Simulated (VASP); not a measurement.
Output of a VASP run:

File OSZICAR:
```
       N       E                     dE             d eps       ncg     rms          rms(c)
DAV:   1     0.233314487569E+03    0.23331E+03   -0.17236E+04  1056   0.194E+03
DAV:   2     0.618520017727E+01   -0.22713E+03   -0.22190E+03  1104   0.372E+02
DAV:   3    -0.154698003712E+02   -0.21655E+02   -0.21545E+02  1284   0.118E+02
DAV:   4    -0.159736669603E+02   -0.50387E+00   -0.50329E+00  1206   0.187E+01
DAV:   5    -0.159829740523E+02   -0.93071E-02   -0.93059E-02  1316   0.250E+00    0.103E+01
DAV:   6    -0.151512608591E+02    0.83171E+00   -0.21960E+00  1444   0.478E+01    0.783E+00
DAV:   7    -0.151883544197E+02   -0.37094E-01   -0.20068E+00  1110   0.838E+00    0.328E+00
DAV:   8    -0.151661926860E+02    0.22162E-01   -0.98587E-02  1480   0.453E+00    0.106E+00
DAV:   9    -0.151655605386E+02    0.63215E-03   -0.24667E-02  1458   0.269E+00    0.262E-01
DAV:  10    -0.151656755266E+02   -0.11499E-03   -0.12300E-03  1234   0.413E-01    0.193E-01
DAV:  11    -0.151657959084E+02   -0.12038E-03   -0.21939E-04  1236   0.227E-01    0.699E-02
DAV:  12    -0.151658002964E+02   -0.43879E-05   -0.63260E-05  1290   0.110E-01    0.230E-02
DAV:  13    -0.151658011320E+02   -0.83566E-06   -0.36476E-06  1162   0.158E-02
   1 F= -.15165801E+02 E0= -.15165801E+02  d E =-.151658E+02
       N       E                     dE             d eps       ncg     rms          rms(c)
DAV:   1    -0.151716560176E+02   -0.58557E-02   -0.84316E-02  1242   0.554E+00    0.561E-01
DAV:   2    -0.151667535134E+02    0.49025E-02   -0.20819E-02  1212   0.358E+00    0.216E-01
DAV:   3    -0.151661790040E+02    0.57451E-03   -0.95717E-04  1170   0.229E-01    0.106E-01
DAV:   4    -0.151660169875E+02    0.16202E-03   -0.10356E-04  1290   0.815E-02    0.546E-02
DAV:   5    -0.151659886569E+02    0.28331E-04   -0.23337E-05  1732   0.988E-02    0.653E-03
DAV:   6    -0.151659894313E+02   -0.77445E-06   -0.16845E-05  1152   0.472E-02    0.520E-03
DAV:   7    -0.151659898946E+02   -0.46325E-06   -0.20392E-06   690   0.138E-02
   2 F= -.15165990E+02 E0= -.15165990E+02  d E =-.188763E-03
```

OUTCAR:
```
------------------------ aborting loop because EDIFF is reached ----------------------------------------
  FORCE on cell =-STRESS in cart. coord.  units (eV):
  Direction    XX          YY          ZZ          XY          YZ          ZX
  --------------------------------------------------------------------------------------
  Total       -0.0693431     -0.0693431     -0.0508408      0.0000000     -0.0000000      0.0000000
  in kB       -1.4398717     -1.4398717     -1.0556826      0.0000000     -0.0000000      0.0000000
  external PRESSURE =      -1.3118087 kB  Pullay stress =       0.0000000 kB
  volume of cell :       77.16
      direct lattice vectors                 reciprocal lattice vectors
     1.893790107 -3.280140643  0.000000000     0.264020811 -0.152432488  0.000000000
     1.893790107  3.280140643 -0.000000000     0.264020811  0.152432488 -0.000000000
     0.000000000  0.000000000  6.210628454     0.000000000  0.000000000  0.161014301
  FREE ENERGIE OF THE ION-ELECTRON SYSTEM (eV)
  ---------------------------------------------------
  free  energy   TOTEN  =       -15.1659898946 eV

  energy  without entropy=      -15.1659898946  energy(sigma->0) =      -15.16598989

 reached required accuracy - stopping structural energy minimisation
```
(Selected blocks of OUTCAR.)

File POSCAR:
```
ZnS
1
    1.8917461103    -3.2766003368     0.0000000000
    1.8917461103     3.2766003368     0.0000000000
    0.0000000000     0.0000000000     6.1999592674
Zn S
2 2
Direct
  0.6666670000   0.3333330000   0.5001780996
  0.3333330000   0.6666670000   0.0001780996
  0.6666670000   0.3333330000   0.8748219004
  0.3333330000   0.6666670000   0.3748219004
```

**Question.** Write an INCAR and KPOINTS that could have produced this output.

**Answer.** One answer among several that fit: the input of the run itself, PBEsol GGA, plane waves, VASP's PBE PAW potentials (set 64).

File KPOINTS:
```
Automatic mesh
0
Gamma
7 7 4
0 0 0
```

**INCAR**
```
IBRION = 2
SYSTEM = ZnS
ISIF = 3   ! ions, shape and volume
SIGMA = 0.05   ! width (eV)
GGA = PS
EDIFF = 1E-6
LASPH = .TRUE.   ! aspherical one-centre terms
ENCUT = 500   ! plane-wave cut-off (eV)
ISMEAR = 0   ! Gaussian
LMAXMIX = 4
NELM = 100   ! most electronic steps
NSW = 40   ! most ionic steps
EDIFFG = -0.02   ! ionic stop
LCHARG = .FALSE.
PREC = Accurate
LWAVE = .FALSE.
LREAL = .FALSE.
ALGO = Normal   ! blocked Davidson
```

POTCAR, in this order: Zn S (PBE.64 set). Program: vasp_std.

The compound is ZnS in the wurtzite structure, the high-temperature form. This run relaxes it. Symmetry was kept, so distortions that lower it aren't found.
